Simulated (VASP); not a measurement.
CaPH5O6, 26 atoms in the cell. The typed cell holds 26 atoms: a = 8.207 Å, b = 8.207 Å, c = 5.805 Å, α = 100.69°, β = 100.69°, γ = 134.58°. 

| Item | Value |
| --- | --- |
| Program | VASP 6.6.1 |
| Task | single point |
| Functional | PBEsol |
| Potentials or basis | VASP PAW PBE potentials, release 64 (Ca_sv, H, P, O) |
| Cutoff | 520 eV |
| k mesh | 2 × 2 × 2 |
| Occupations | fermi-dirac, width 0.05 eV |
| Spin | no spin polarisation |
| Dipole correction | no |
| Further INCAR settings | LREAL = Auto; ALGO = Fast; EDIFF = 1e-07; NBANDS = 75 |

Potentials or basis: VASP PAW PBE potentials, release 64 (Ca_sv, H, P, O).

Launch:

```bash
$ cat potpaw_PBE.64/Ca_sv/POTCAR potpaw_PBE.64/H/POTCAR potpaw_PBE.64/P/POTCAR potpaw_PBE.64/O/POTCAR > POTCAR
$ mpirun -np 1 vasp_std > vasp.out
```

Hardware: 1 thread of Intel(R) Xeon(R) 6975P-C (Granite Rapids), with other jobs on the host.

Q: Estimate the wall time of this run.

A: Wall time 12 min on 1 thread of Intel(R) Xeon(R) 6975P-C (Granite Rapids) (shared host), peak memory 0.51 GiB. Counts: scf iterations 25, k points 8.
